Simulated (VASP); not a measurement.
Here is a VASP 6.6.1 calculation.

Contents of INCAR:

```
SYSTEM = Ni2N
PREC = Accurate
ENCUT = 520
EDIFF = 1E-7
ISMEAR = -1
SIGMA = 0.05
LREAL = .FALSE.
LASPH = .TRUE.
NELM = 120
ALGO = Normal
ISIF = 2
LWAVE = .FALSE.
LCHARG = .TRUE.
ISPIN = 2
MAGMOM = 1 1 0
LORBIT = 11
LMAXMIX = 4
GGA = PE
LELF = .TRUE.
LVHAR = .TRUE.
NBANDS = 24
```

The input KPOINTS:

```
Automatic mesh
0
G
  11 11 7
  0 0 0
```

The input POSCAR:

```
Ni2N
1.0
    2.8396200000      0.0000000000      0.0000000000
   -1.4198100000      2.4591800000      0.0000000000
    0.0000000000      0.0000000000      4.1027200000
Ni N
2 1
Direct
    0.6666700000      0.3333300000      0.7429400000
    0.3333300000      0.6666700000      0.2570500000
    0.0000000000      0.0000000000      0.0000000000
```

Potentials or basis: VASP PAW PBE potentials, release 64 (Ni, N).

Run with:

```sh
$ cat potpaw_PBE.64/Ni/POTCAR potpaw_PBE.64/N/POTCAR > POTCAR
$ mpirun -np 1 vasp_std > vasp.out
```

Problem. Predict the net moment.

Solution. 0.00 μB per cell.

Problem. Estimate the band gap on the k mesh.

Solution. None (metal or under the smearing width).

Stress tensor (GPa, compression positive):
```
0.50 0.00 0.00
0.00 0.50 0.00
0.00 0.00 0.38
```

With open d or f shells a metallic result of PBE can be an artefact of self-interaction; +U or a hybrid may open a gap.
